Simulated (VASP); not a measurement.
Input:

```
CeO2
1.0
    0.00000     2.71619     2.71619
    2.71619     0.00000     2.71619
    2.71619     2.71619     0.00000
Ce O
1 2
Cartesian
  0.00000   0.00000   0.00000
  1.35809   1.35809   1.35809
  4.07428   4.07428   4.07428
```

All values below come from PBE GGA with D3 dispersion (Becke-Johnson damping), VASP's PBE PAW potentials (set 64) (plane waves; VASP 6.6.1). Settings: 520 eV cut-off, Gaussian smearing of 0.050 eV, potentials Ce O.

Task: Predict the band gap (along the path) with the smallest direct gap where there is one.

Result: 
```yaml
band gap (along the path): 1.91 eV
smallest direct gap (along the path): 2.00 eV
```

Only differences to runs with the same potentials and settings are physical.

The compound is CeO2 in the fluorite structure. It was relaxed first. The run is not spin-polarised, so no magnetic state was tried.
